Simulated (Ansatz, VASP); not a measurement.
**Cd2SeO in VASP and in Ansatz**

```
O Cd Se
1.0
     4.01694    0.00000    0.00000
     0.00000    4.01694    0.00000
     0.00000    0.00000    5.36109
O Cd Se
1 2 1
Direct
  0.00000 0.00000 0.00000
  0.00000 0.50000 0.81257
  0.50000 0.00000 0.18743
  0.50000 0.50000 0.50000
```

The cell was built by a generator and needn't be a form met in nature.

Alike in both runs: task single point; functional PBE; k mesh 6 × 6 × 6; occupations fermi-dirac, width 0.02 eV; no spin polarisation.

|  | VASP | Ansatz |
| --- | --- | --- |
| version | VASP 6.6.1 | Ansatz 0.2.0 |
| potentials or method | VASP PAW PBE potentials, release 64 (O, Cd, Se) | plane waves, PAW |
| plane-wave cutoff (eV) | 520 | 420 |
| valence electrons in the cell | 36 | 62 |

|  | VASP | Ansatz | Ansatz less VASP |
| --- | --- | --- | --- |
| pressure (GPa) | 3.0 | 2.4 | -0.61 |
| largest component of the traceless stress (GPa) | 0.24 | 0.14 | -0.094 |
| rms of the force components (eV/Å) | 0.054 | 0.042 | -0.0119 |

The functional is the same, so the differences come from potentials, cutoffs and numerics. The two sets of potentials don't hold the same shells in valence.
